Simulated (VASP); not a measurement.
Method: PBE GGA, VASP's PBE PAW potentials (set 64) (plane waves; VASP).

VASP ran on this input.

File KPOINTS:
```
Automatic
0
G
5 5 11
0 0 0
```

### POSCAR
```
Si3N4
1
    7.5634750000     0.0000000000     0.0000000000
   -3.7817380000     6.5501620000     0.0000000000
    0.0000000000     0.0000000000     2.8895120000
Si N
6 8
Direct
  0.2310800000   0.8249500000   0.7500000000
  0.7689200000   0.1750500000   0.2500000000
  0.4061300000   0.2310800000   0.2500000000
  0.5938700000   0.7689200000   0.7500000000
  0.1750500000   0.4061300000   0.7500000000
  0.8249500000   0.5938700000   0.2500000000
  0.3333330000   0.6666670000   0.7500000000
  0.6666670000   0.3333330000   0.2500000000
  0.9691900000   0.6698500000   0.7500000000
  0.0308100000   0.3301500000   0.2500000000
  0.2993400000   0.9691900000   0.2500000000
  0.7006600000   0.0308100000   0.7500000000
  0.3301500000   0.2993400000   0.7500000000
  0.6698500000   0.7006600000   0.2500000000
```

### INCAR
```
ALGO  =  Normal
EDIFF  =  1E-6
ENCUT  =  400
GGA  =  PE
ISIF  =  2
ISMEAR  =  0
LASPH  =  .TRUE.
LCHARG  =  .FALSE.
LREAL  =  Auto
LWAVE  =  .FALSE.
NELM  =  100
PREC  =  Accurate
SIGMA  =  0.01
SYSTEM  =  Si3N4
```

POTCAR, in this order: Si N (PBE.64 set). Program: vasp_std.

**Question.** What will the output report for the number of irreducible k-points (NKPTS), largest plane-wave count, number of space-group operations, FFT grid (NGX, NGY, NGZ)?

**Answer.** 
```
Item                                           Value
--------------------------------------  ------------
number of irreducible k-points (NKPTS)            30
largest plane-wave count                        2644
number of space-group operations                  12
FFT grid (NGX, NGY, NGZ)                50 × 50 × 20
```

The structure comes from a computed database's Si3N4 entry; how it stands against other phases isn't given here. The cell was not relaxed at this level.
